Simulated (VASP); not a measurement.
A VASP calculation is set up with these files.

POSCAR:
```
CdSe
1.0
  2.1500000000  -3.7239090000   0.0000000000
  2.1500000000   3.7239090000   0.0000000000
  0.0000000000   0.0000000000   7.0100000000
Cd Se
2 2
direct
  0.6666670000   0.3333330000   0.5000000000
  0.3333330000   0.6666670000   0.0000000000
  0.6666670000   0.3333330000   0.8760000000
  0.3333330000   0.6666670000   0.3760000000
```

KPOINTS:
```
Automatic mesh
0
Gamma
7 7 4
0 0 0
```

**INCAR**
```
SYSTEM = CdSe
PREC = Accurate
ENCUT = 400
EDIFF = 1E-6
NELM = 100
ALGO = Normal
LREAL = .FALSE.
LASPH = .TRUE.
ISMEAR = 0
SIGMA = 0.05
GGA = PE
LMAXMIX = 4
LWAVE = .FALSE.
LCHARG = .FALSE.
IBRION = 2
ISIF = 3
NSW = 60
EDIFFG = -0.01
```

POTCAR, in this order: Cd Se (PBE.64 set). Program: vasp_std.

Q: Translate this PBE calculation to Ansatz.

A: One equivalent input (not run):
Ansatz 0.2 input:
```yaml
crystal:
  lattice:
    - [2.1500000, -3.7239090, 0.0000000]
    - [2.1500000, 3.7239090, 0.0000000]
    - [0.0000000, 0.0000000, 7.0100000]
  atoms:
    - { symbol: Cd, position: [0.6666670, 0.3333330, 0.5000000] }
    - { symbol: Cd, position: [0.3333330, 0.6666670, 0.0000000] }
    - { symbol: Se, position: [0.6666670, 0.3333330, 0.8760000] }
    - { symbol: Se, position: [0.3333330, 0.6666670, 0.3760000] }
kpoints:
  mp_grid: { grid: [7, 7, 4] }
hamiltonian:
  xc: pbe
  pseudopotentials: { kind: paw }
scf:
  occupations: { method: gaussian, width: 0.05 }
  max_iter: 100
relax:
  max_steps: 60
  f_tol: 0.01
  cell: {}
output: { forces: true, stress: true, eigenvalues: true }
```
What does not carry over: each code has its own PAW files, so the cut-off isn't converted (ENCUT is set for VASP's; basis.ecutwfc is left out, and Ansatz then takes the one that its files recommend); Ansatz stops its SCF on the density residual and VASP on the energy change (EDIFF).

The compound is CdSe in the wurtzite structure. This run relaxes it. Symmetry was kept, so distortions that lower it aren't found.
